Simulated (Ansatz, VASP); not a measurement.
# AlN in two plane-wave programs

Aim: how closely do two programs agree when they are given the same cell, functional and k mesh? The cell is taken from a series of runs on this material, whose earlier steps may have relaxed, scaled, displaced or heated it; both programs get it as it stands.

Calculated with Ansatz 0.2.0; plane waves, with VASP 6.6.1 beside it; zone-centre phonons at PBE.

### Step 1. The structure

It takes space group F-43m (No. 216, cubic). The conventional cell has a = 4.401 Å, b = 4.401 Å, c = 4.401 Å, α = 90.00°, β = 90.00°, γ = 90.00°. Nearest to Al lie 4 N at 1.91 Å. N has 4 Al at 1.91 Å nearest. Farther neighbours and most contacts between anions are not listed.

Structure file:

```cif
data_structure
_symmetry_space_group_name_H-M 'F-43m'
_symmetry_Int_Tables_number 216
_cell_length_a 4.4005
_cell_length_b 4.4005
_cell_length_c 4.4005
_cell_angle_alpha 90.000
_cell_angle_beta 90.000
_cell_angle_gamma 90.000
_cell_volume 85.22
loop_
_atom_site_label
_atom_site_type_symbol
_atom_site_symmetry_multiplicity
_atom_site_Wyckoff_symbol
_atom_site_fract_x
_atom_site_fract_y
_atom_site_fract_z
_atom_site_occupancy
Al1 Al 4 a 0.00000 0.00000 0.00000 1
N1 N 4 c 0.25000 0.25000 0.25000 1
```

### Step 2. Ansatz: zone-centre phonons, PBE

Ansatz runs on norm-conserving files, of PseudoDojo where its log says so.

Second derivatives magnify differences that forces hide, and they need a tight electronic threshold.

The input, input.yaml:

```yaml
crystal:
  lattice:
    - [0.0, 2.2002724384, 2.2002724384]
    - [2.2002724384, 0.0, 2.2002724384]
    - [2.2002724384, 2.2002724384, 0.0]
  atoms:
    - { symbol: Al, position: [0.0, 0.0, 0.0] }
    - { symbol: "N", position: [0.75, 0.75, 0.75] }
kpoints:
  mp_grid: { grid: [8, 8, 8] }
hamiltonian:
  xc: pbe
  pseudopotentials: { kind: nc, accuracy: standard }
scf:
  occupations: { method: fixed }
output:
  eigenvalues: true
phonons:
  method: dfpt
  dielectric: true
  rigid_motions: translations
```

Started as:

```
$ ansatz run input.yaml --threads 4 --pin off --max-ram 7168MiB --backend cpu --events-out ev --progress --plain --runs-dir out
```

Numbers of over 12 decimals in the logs are rounded to 6 here.

The program printed:

```text
Engine: ansatz 0.2.0, aarch64-unknown-linux-gnu
Pseudopotentials: kind: nc
Pseudopotential: Al, nc, valence charge 3, recommended cutoff 544.227725 eV (normal), Al.nc.azcp (PseudoDojo's, or run here from an input of PseudoDojo's; its table is named by hamiltonian.pseudopotentials.accuracy)
Pseudopotential: N, nc, valence charge 5, recommended cutoff 1142.878222 eV (normal), N.nc.azcp (PseudoDojo's, or run here from an input of PseudoDojo's; its table is named by hamiltonian.pseudopotentials.accuracy)
Functional definition: PBE
  parameter kappa = 0.804
  parameter beta = 0.066725
  exchange = pbe_x(kappa = kappa, mu = beta*pi^2/3)
  correlation = pbe_c(beta = beta)
Crystal: 2 atoms, lattice volume = 21.304 Å³
Basis set: ecut = 1142.878222 eV, 1893 PW (Γ), exchange–correlation on 72×72×72 points (8 copies of the dense FFT grid, shifted against one another)
Bands: 8, of which v1, the nominal top of the filled ones, is band 4 counted from 1 (3 counted from 0)
Symmetry: 24 space group operations
k-points: 95 of 512 (irreducible under 4 space group operations, time reversal used)
Non-local potential: Al, projectors of the file, l = 0: 2, l = 1: 2, l = 2: 2
Non-local potential: N, projectors of the file, l = 0: 2, l = 1: 2
Initial density: superposition of atomic densities (chi_scale 0.1, normalization cell, long waves kept (reshape's long-wave potential 0.00 eV rms))
Initial wavefunctions: pseudopotential atomic-orbital guess
Functional: x = pbe(κ = 0.804, μ = 0.219515), c = pbe(β = 0.066725)
SCF iter   1: F=—  HF=-349.536004 eV  |F-HF|=—  |Δ(HF+E_count)|=         —  Δρ=1.40e-1  dr2=5.03e0  ethr=3.10e-3  ⟨swp⟩=5.9  Hψ=5327  notcnv=0  defer=182
preconditioner: auto → none  [insulator: Δε(μ)=5.265 eV  Ē_g=16.380 eV  n_scr=0 (ndim 8)  ℏωp=22.8 eV  f_vac=0.000  ε∞_Penn≈2.9]
SCF iter   2: F=—  HF=-348.293909 eV  |F-HF|=—  |Δ(HF+E_count)|=    1.24e0  Δρ=7.48e-2  dr2=7.24e-1  ethr=3.10e-3  ⟨swp⟩=3.1  Hψ=2480  notcnv=0  defer=188
SCF iter   3: F=—  HF=-348.108477 eV  |F-HF|=—  |Δ(HF+E_count)|=   1.85e-1  Δρ=2.15e-2  dr2=5.07e-2  ethr=3.10e-3  ⟨swp⟩=2.6  Hψ=1716  notcnv=0  defer=180
SCF iter   4: F=—  HF=-348.109681 eV  |F-HF|=—  |Δ(HF+E_count)|=   1.20e-3  Δρ=1.46e-3  dr2=1.34e-4  ethr=6.33e-4  ⟨swp⟩=2.1  Hψ=959  notcnv=0  defer=188
SCF iter   5: F=—  HF=-348.109669 eV  |F-HF|=—  |Δ(HF+E_count)|=   1.21e-5  Δρ=1.78e-4  dr2=2.29e-6  ethr=1.68e-6  ⟨swp⟩=2.2  Hψ=1118  notcnv=0  defer=188
SCF iter   6: F=—  HF=-348.109672 eV  |F-HF|=—  |Δ(HF+E_count)|=   2.74e-6  Δρ=1.84e-5  dr2=1.97e-8  ethr=2.86e-8  ⟨swp⟩=2.7  Hψ=1183  notcnv=0  defer=16
SCF iter   7: F=—  HF=-348.109672 eV  |F-HF|=—  |Δ(HF+E_count)|=   3.41e-8  Δρ=3.87e-6  dr2=1.56e-9  ethr=2.47e-10  ⟨swp⟩=2.5  Hψ=1164  notcnv=0
SCF iter   8: F=-348.109672 eV  HF=-348.109672 eV  |F-HF|=7.39e-13  |Δ(HF+E_count)|=  3.80e-11  Δρ=2.12e-7  dr2=4.80e-12  ethr=1.25e-12  ⟨swp⟩=6.3  Hψ=5364  notcnv=0
SCF 1 converged in 8 iterations: F = -348.109672 eV  dr2 = 4.80e-12
DFPT response loops at Γ: preconditioner auto → none (the input reference at scf.mixing.eps_inf says where Resta's filter doesn't serve); β = 0.50; Broyden in place of MSR1
── the response to a field inside a basis, on 8×8×8 k-points: an SCF that follows is theirs, and a resumed run solves both again ──
Bands: 5, of which v1, the nominal top of the filled ones, is band 4 counted from 1 (3 counted from 0)
k-points: 60 of 512 (irreducible under 6 space group operations, time reversal used)
Initial density: handed on by an earlier stage of this run
Initial wavefunctions: pseudopotential atomic-orbital guess (no wavefunctions were taken with the density)
Eigensolver: Dense (60 Hₖ)
SCF iter   1: F=—  HF=-348.108958 eV  |F-HF|=—  |Δ(HF+E_count)|=         —  Δρ=4.96e-5  dr2=1.61e-7  ethr=1.00e-1
preconditioner: auto → none  [insulator: Δε(μ)=3.565 eV  Ē_g=11.262 eV  n_scr=0 (ndim 8)  ℏωp=22.8 eV  f_vac=0.000  ε∞_Penn≈5.1]
SCF iter   2: F=-348.108959 eV  HF=-348.108958 eV  |F-HF|=1.30e-7  |Δ(HF+E_count)|=   3.81e-7  Δρ=2.50e-5  dr2=3.31e-8  ethr=2.01e-9
SCF 1 converged in 2 iterations: F = -348.108959 eV  dr2 = 3.31e-8
DFPT response loops at Γ: mixed as the last ones told, above
SCF converged after 8 iterations
Free energy (F): -348.109672 eV
Harris-Foulkes:  -348.109672 eV  (|F-HF|=7.39e-13)
Internal energy: -348.109672 eV  (E = F + TS)
E sigma→0 (E₀):  -348.109672 eV
Fermi energy:    6.727923 eV
--- Per-component energies (eV) ---
  E_band       = 13.750320
  E_kinetic    = 221.572191
  E_local      = -219.331229  (includes V_loc(G=0)·N_el)
  E_nonlocal   = -18.064320
  E_hartree    = 77.349328
  E_xc         = -115.226530
  E_vxc        = -125.124952  (∫ρ·V_xc dr)
  E_ewald      = -294.409112
  E_smearing   = -0.000000  (= −TS)
  E_closure    = 0.000000  (closes the sum)
  Σ components = -348.109672   (vs F -348.109672, Δ=0.00e0)
--- Band table (eV; the first three rows and the last of 95) ---
  k-point 0: bands = ["-8.1112", "6.7279", "6.7279", "6.7279", "10.7251", "19.0983", "19.0983", "19.0983"]
  k-point 1: bands = ["-7.8901", "5.5527", "6.6497", "6.6497", "11.6716", "18.5209", "19.2645", "19.2645"]
  k-point 2: bands = ["-7.2842", "3.5032", "6.4736", "6.4736", "12.9903", "17.5039", "18.8936", "18.8936"]
  k-point 94: bands = ["-5.4582", "2.9788", "3.3659", "4.0792", "12.7234", "18.0474", "18.4921", "18.5741"]
--- Phonons (Γ-DFPT): 2 representative perturbations + reference, on 95 of 512 k-points (Σ response iterations 6) ---
  k mesh reduced under 4 symmetry operations, with k and −k counted as one. Each operation leaves every solved perturbation unchanged. A smaller set is not considered because the run solves the response to a homogeneous field
  ASR residual: 2.242e-4 → 0.000e0 eV/Å²; symmetrization residual: 1.797e-6 eV/Å²
  ASR residual per site (eV/Å²): 7.74e-6 2.24e-4
  Γ frequencies (cm⁻¹): 0.00 0.00 0.00 642.45 642.45 642.45
  ε∞ (high-frequency dielectric tensor):
        4.582795    -0.000000    -0.000000
       -0.000000     4.582795     0.000000
       -0.000000     0.000000     4.582795
  ε⁰ (static dielectric tensor: ions relaxed, cell fixed):
        8.456002    -0.000000    -0.000000
       -0.000000     8.456002     0.000000
       -0.000000     0.000000     8.456002
  ε⁰ − ε∞ (ionic part):
        3.873207    -0.000000    -0.000000
       -0.000000     3.873207     0.000000
       -0.000000     0.000000     3.873207
  softest optical mode at Γ: 642.45 cm⁻¹; the repairs (sum rule, projections) moved no ω² at Γ by more than (2.14 cm⁻¹)²
  Born effective charges Z* (e; rows j = field, columns β = displacement):
    site 0:
         2.52620   -0.00000   -0.00000
        -0.00000    2.52620    0.00000
        -0.00000    0.00000    2.52620
    site 1:
        -2.52620    0.00000    0.00000
         0.00000   -2.52620   -0.00000
         0.00000   -0.00000   -2.52620
  Z* charge neutrality: 3.562e-4 e pre-enforcement
  solved inside a basis spanned on kpoints, on 8×8×8 k-points, its susceptibility summed on 12×12×12: ε∞ is read to err by 1.1e-2, Z* by 8.3e-3 e (field_mesh: kpoints solves on kpoints); Z* is corrected for what the basis lacks
  optical modes at Γ without the LO–TO term, one row a degenerate level:
      ω (cm⁻¹)  modes    IR ((D/Å)²/amu)
        642.45      3            47.9037
  optical modes at Γ + LO–TO along q̂ = [1.0000, 0.0000, 0.0000]:
      ω (cm⁻¹)  modes    IR ((D/Å)²/amu)
        642.45      2            31.9358
        872.68      1            15.9679
  optical modes at Γ + LO–TO along q̂ = [0.0000, 1.0000, 0.0000]:
      ω (cm⁻¹)  modes    IR ((D/Å)²/amu)
        642.45      2            31.9358
        872.68      1            15.9679
  optical modes at Γ + LO–TO along q̂ = [0.0000, 0.0000, 1.0000]:
      ω (cm⁻¹)  modes    IR ((D/Å)²/amu)
        642.45      2            31.9358
        872.68      1            15.9679
```

In the SCF lines HF is the Harris–Foulkes energy and dr2 the Hartree energy of the density residual, in eV; the loop may stop once dr2 is under the threshold and the program's other checks hold. Hψ counts applications of the Hamiltonian.

(Part 1 of 2 ends here.)

[Lines on the potential files, build, host, timing and source positions are cut from VASP's logs without a mark.]

[Logs are printed without paths, hosts, clocks, repeated set-up lines and the standing remarks that a program may print on its own settings, such as how far it seeks lower states.]

[Hosts, paths, dates, database ids (printed as entryN), source tags and the programs' standing remarks are cut or masked in the printed files.]
